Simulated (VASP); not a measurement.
An input for Quantum ESPRESSO's pw.x (written as the equivalent of a VASP run, and not itself run):

```
&CONTROL
  calculation = 'scf'
  pseudo_dir = './pseudo'
  outdir = './out'
  tprnfor = .true.
  tstress = .true.
/
&SYSTEM
  ibrav = 0
  nat = 2
  ntyp = 1
  ecutwfc = 84
  occupations = 'smearing'
  smearing = 'methfessel-paxton'
  degauss = 0.00735
  input_dft = 'pbesol'
/
&ELECTRONS
  conv_thr = 7.3e-09
  electron_maxstep = 100
/
ATOMIC_SPECIES
  Ti 47.867 Ti.upf
CELL_PARAMETERS angstrom
     1.4448712   -2.5025904    0.0000000
     1.4448712    2.5025904    0.0000000
    -0.0000000   -0.0000000    4.5850019
ATOMIC_POSITIONS crystal
  Ti   0.3333330  0.6666670  0.2500000
  Ti   0.6493644  0.3160304  0.7500000
K_POINTS automatic
  14 14 8 0 0 0
```

Q: Write the VASP files for the same calculation (PBEsol).

A: One answer among several that fit: 
### POSCAR
```
Ti
1.0
  1.4448712376  -2.5025904492   0.0000000000
  1.4448712376   2.5025904492   0.0000000000
  0.0000000000   0.0000000000   4.5850019299
Ti
2
Direct
  0.3333330000   0.6666670000   0.2500000000
  0.6493644201   0.3160304201   0.7500000000
```

### INCAR
```
ALGO = Normal
EDIFF = 1E-7
ENCUT = 480
GGA = PS
ISIF = 2
ISMEAR = 1
LASPH = .TRUE.
LCHARG = .FALSE.
LMAXMIX = 4
LREAL = .FALSE.
LWAVE = .FALSE.
NELM = 100
PREC = Accurate
SIGMA = 0.1
SYSTEM = Ti
```

**KPOINTS**
```
Automatic mesh
0
Gamma
14 14 8
0 0 0
```

POTCAR, in this order: Ti_sv (PBE.64 set). Program: vasp_std.

What does not carry over: the potentials are each code's own (VASP's PAW set, PseudoDojo norm-conserving files in pw.x), so ENCUT and ecutwfc are chosen apart and not converted; conv_thr bounds pw.x's estimated SCF error, while EDIFF bounds the energy change between steps.

The compound is Ti in the hcp structure. This cell was strained or had an atom moved on purpose.
